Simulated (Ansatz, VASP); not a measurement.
# Ag2Au (Ag-Au-Ag stack, (111) layers): VASP beside Ansatz, part 2 of 2

Aim: how closely do two programs agree when they are given the same cell, functional and k mesh? Of the first pair: The structure shown is the start of the Ansatz relaxation below; VASP solves that cell, so the two are compared at the walk's first step.

VASP 6.6.1 and Ansatz 0.2.0.

So far. Step 4 (Comparison): The forces differ by 2.4 meV/Å r.m.s., which is 1.5 % of the r.m.s. force of 0.158 eV/Å (both taken over all components). Where the cell holds vacuum, a pressure given here is an average over it and none of the material. Step 5 (Ansatz: relaxation, PBE): This is the run of step 2 again, met here at its other cell.

### Step 6. VASP: single point, PBE, relaxed cell, pair 2

Level of this step: PBE; plane waves and PAW (Ag, Au) (VASP).

The same cell, functional, mesh and smearing now go to VASP, with its own data sets.

Contents of INCAR:

```
SYSTEM = Ag2Au
PREC = Accurate
ENCUT = 400
EDIFF = 1E-06
NELM = 120
ISMEAR = 0
SIGMA = 0.1
LREAL = .FALSE.
ALGO = Normal
GGA = PE
NBANDS = 22
LASPH = .TRUE.
LORBIT = 11
LWAVE = .FALSE.
LCHARG = .FALSE.
ISIF = 2
LDIPOL = .TRUE.
IDIPOL = 3
DIPOL = 0.5 0.5 0.236
LVHAR = .TRUE.
GGA_COMPAT = .FALSE.
NELMDL = -8
```

Contents of POSCAR:

```
Ag2Au
1.0
    2.8503103088      0.0000000000      0.0000000000
   -1.4251551544      2.4684411361      0.0000000000
    0.0000000000      0.0000000000     33.2223572600
Ag Au
2 1
Direct
    0.0000000000      0.0000000000      0.1601668434
    0.6666666667      0.3333333333      0.3127430070
    0.3333333333      0.6666666667      0.2364549252
```

Contents of KPOINTS:

```
Automatic mesh
0
Gamma
12 12 1
0 0 0
```

Potentials, in the order of the species: Ag and Au (PBE family, release 64).

On the command line:

```sh
mpirun -np 1 vasp_std
```

Numbers of over 12 decimals in the logs are rounded to 6 here.

Output:

```text
[... set-up lines as in an earlier step ...]
 entering main loop
       N       E                     dE             d eps       ncg     rms          rms(c)
DAV:   1     0.192573228224E+03    0.19257E+03   -0.11226E+04   860   0.939E+02
DAV:   2    -0.569327755151E+00   -0.19314E+03   -0.18522E+03  1196   0.220E+02
DAV:   3    -0.856334846234E+01   -0.79940E+01   -0.77891E+01   950   0.484E+01
DAV:   4    -0.866040665893E+01   -0.97058E-01   -0.96990E-01  1042   0.559E+00
[...]
DAV:  21    -0.798867804589E+01   -0.23158E-05   -0.94663E-08   646   0.660E-04    0.199E-04
DAV:  22    -0.798867970017E+01   -0.16543E-05   -0.64375E-08   616   0.679E-04    0.943E-05
DAV:  23    -0.798868069871E+01   -0.99853E-06   -0.28369E-08   610   0.362E-04
   1 F= -.79886807E+01 E0= -.79860878E+01  d E =-.518577E-02
```

Parts of OUTCAR (step 6):

```text
  Total       -0.1302138     -0.1302138     -0.1194147      0.0000000      0.0000000      0.0000000
  in kB       -0.8925287     -0.8925287     -0.8185085      0.0000000      0.0000000      0.0000000
  external PRESSURE =      -0.8678553 kB  Pullay stress =       0.0000000 kB

 POSITION                                       TOTAL-FORCE (eV/Angst)
 -----------------------------------------------------------------------------------
      0.00000      0.00000      5.32112        -0.000000      0.000000      0.002666
      1.42516      0.82281     10.39006         0.000000     -0.000000     -0.002666
     -0.00000      1.64563      7.85559        -0.000000      0.000000      0.000000
 -----------------------------------------------------------------------------------
    total drift:                               -0.000000     -0.000000      0.000016

  FREE ENERGIE OF THE ION-ELECTRON SYSTEM (eV)
  ---------------------------------------------------
  free  energy   TOTEN  =        -7.9886806987 eV

  energy  without entropy=       -7.9834949264  energy(sigma->0) =       -7.98608781

[... 1 part as in an earlier step ...]

[... 2 further parts left out ...]
[key lines of the parts left out:]
E-fermi :  -1.7760
```

The run ends at a pressure of -0.09 GPa, with forces up to 0.0027 eV/Å.

### Step 7. Differences

What differs besides the data sets and the points named for the pairs above, as far as they apply: the data sets hold 57 valence electrons in Ansatz (on its default PAW (the set named soft_2) files) and 33 in VASP. Total energies have different zeros and are not compared.

The largest component of a force difference here is 3 meV/Å. Where the cell holds vacuum, a pressure given here is an average over it and none of the material.

### Step 8. Ansatz: relaxation, PBE

This run makes the geometry at which the two programs are then compared.

The structure compared here is the end of the Ansatz relaxation.

Contents of input.yaml:

```yaml
crystal:
  lattice:
    - [2.8503103088, 0.0, 0.0]
    - [-1.4251551544, 2.4684411361, 0.0]
    - [0.0, 0.0, 33.22235726]
  atoms:
    - { symbol: Ag, position: [0.0, 0.0, 0.1601668434] }
    - { symbol: Au, position: [0.3333333333, 0.6666666667, 0.2364549252] }
    - { symbol: Ag, position: [0.6666666667, 0.3333333333, 0.312743007] }
  periodic: [true, true, false]
kpoints:
  mp_grid: { grid: [12, 12, 1] }
hamiltonian:
  xc: pbe
scf:
  occupations: { method: methfessel_paxton, width: 0.2 }
output:
  forces: true
  stress: true
  eigenvalues: true
  write_density: true
  write_potential: true
  elf: true
  volumetric_format: npy
relax:
  adjacent_minimum: "off"
  f_tol: 0.001
  max_steps: 60
  cell: { stress_2d_tol: 0.002 }
```

On the command line:

```sh
ansatz run input.yaml --threads 4 --pin off --max-ram 8192MiB --backend cpu --events-out ev --progress --plain --runs-dir out
```

Output:

```text
[...]
Crystal: 3 atoms, lattice volume = 233.747 Å³
Basis set: ecut = 420 eV, 4587 PW (Γ), exchange–correlation on 40×40×450 points (8 copies of the dense FFT grid, shifted against one another)
Bands: 35, of which v1, the nominal top of the filled ones, is band 29 counted from 1 (28 counted from 0)
Symmetry: 12 space group operations
[...]
k-points: 19 of 144
[...]
° read free of the cell's end (the report's vacuum.weakly_bound_levels)
--- Relaxed structure (4 steps of the walk, 4 accepted, 1 SCFs on fresh bases) ---
[...]
cell:  # Å, volume = 233.6763 Å³
    - [2.849881, 0.0, 0]
    - [-1.424941, 2.468070, 0]
    - [0, 0, 33.22235726]
  atoms:
    - { symbol: Ag, position: [0, 0, 0.160126] }
    - { symbol: Au, position: [0.333333, 0.666667, 0.2364549252] }
    - { symbol: Ag, position: [0.666667, 0.333333, 0.312784] }
[key lines of the parts left out:]
SCF converged after 8 iterations
Free energy (F): -28329.751069 eV
Fermi energy:    -4.770564 eV
P = ½ c Tr σ = 0.0002 N/m
```

### Step 9. VASP: single point, PBE, relaxed cell, pair 3

The same cell, functional, mesh and smearing now go to VASP, with its own data sets.

Edit INCAR of step 6 so:

```diff
@@ -5,4 +5,4 @@
 NELM = 120
-ISMEAR = 0
-SIGMA = 0.1
+ISMEAR = 1
+SIGMA = 0.2
 LREAL = .FALSE.
```

Contents of POSCAR:

```
Ag2Au
1.0
    2.8498812353      0.0000000000      0.0000000000
   -1.4249406176      2.4680695475      0.0000000000
    0.0000000000      0.0000000000     33.2223572600
Ag Au
2 1
Direct
    0.0000000000      0.0000000000      0.1601258045
    0.6666666667      0.3333333333      0.3127840459
    0.3333333333      0.6666666667      0.2364549252
```

KPOINTS is that of step 6.

On the command line:

```sh
mpirun -np 1 vasp_std
```

Output:

```text
[... set-up lines as in an earlier step ...]
 entering main loop
       N       E                     dE             d eps       ncg     rms          rms(c)
DAV:   1     0.191327631718E+03    0.19133E+03   -0.11250E+04   850   0.946E+02
DAV:   2    -0.181066892701E+00   -0.19151E+03   -0.18272E+03  1174   0.216E+02
DAV:   3    -0.856852289847E+01   -0.83875E+01   -0.82803E+01   944   0.490E+01
DAV:   4    -0.865846862297E+01   -0.89946E-01   -0.89872E-01  1054   0.558E+00
[...]
DAV:  21    -0.798415986977E+01   -0.32090E-05   -0.14170E-07   634   0.157E-03    0.227E-04
DAV:  22    -0.798416148442E+01   -0.16146E-05   -0.67194E-08   634   0.602E-04    0.161E-04
DAV:  23    -0.798416236540E+01   -0.88098E-06   -0.20822E-08   610   0.593E-04
   1 F= -.79841624E+01 E0= -.79854815E+01  d E =0.395730E-02
```

OUTCAR, selected parts (step 9):

```text
  Total       -0.1245983     -0.1245983     -0.1249524     -0.0000000      0.0000000     -0.0000000
  in kB       -0.8542953     -0.8542953     -0.8567230     -0.0000000      0.0000000     -0.0000000
  external PRESSURE =      -0.8551045 kB  Pullay stress =       0.0000000 kB

 POSITION                                       TOTAL-FORCE (eV/Angst)
 -----------------------------------------------------------------------------------
      0.00000      0.00000      5.31976        -0.000000      0.000000      0.003752
      1.42494      0.82269     10.39142         0.000000     -0.000000     -0.003752
     -0.00000      1.64538      7.85559         0.000000      0.000000     -0.000000
 -----------------------------------------------------------------------------------
    total drift:                               -0.000000     -0.000000      0.000026

  FREE ENERGIE OF THE ION-ELECTRON SYSTEM (eV)
  ---------------------------------------------------
  free  energy   TOTEN  =        -7.9841623654 eV

  energy  without entropy=       -7.9881196619  energy(sigma->0) =       -7.98548146

[... 1 part as in an earlier step ...]

[... 2 further parts left out ...]
[key lines of the parts left out:]
E-fermi :  -1.7975
```

The run ends at a pressure of -0.09 GPa, with forces up to 0.0038 eV/Å.

### Step 10. Side by side

What differs besides the data sets and the points named for the pairs above, as far as they apply: the data sets hold 57 valence electrons in Ansatz (on its default PAW (the set named soft_2) files) and 33 in VASP. Total energies have different zeros and are not compared.

The largest component of a force difference here is 4 meV/Å. Where the cell holds vacuum, a pressure given here is an average over it and none of the material.

### Step 11. What came out

```json
{
 "r.m.s. force difference (single point, PBE, start cell, pair 1)": "2.4 meV/Å",
 "r.m.s. force difference (single point, PBE, relaxed cell, pair 2)": "1.6 meV/Å",
 "r.m.s. force difference (single point, PBE, relaxed cell, pair 3)": "1.8 meV/Å"
}
```

In words: The r.m.s. force difference is 2.4 meV/Å (single point, PBE, start cell, pair 1), within the 12 meV/Å picked in this series as the mark of a large difference. The data sets hold unlike numbers of valence electrons (57 in Ansatz and 33 in VASP), so part of the differences may come from the potentials. How closely two codes agree says nothing of how well the functional describes the real material.

[Lines on the potential files, build, host, timing and source positions are cut from VASP's logs without a mark.]

[Logs are printed without paths, hosts, clocks, repeated set-up lines and the standing remarks that a program may print on its own settings, such as how far it seeks lower states.]

[Hosts, paths, dates, database ids (printed as entryN), source tags and the programs' standing remarks are cut or masked in the printed files.]
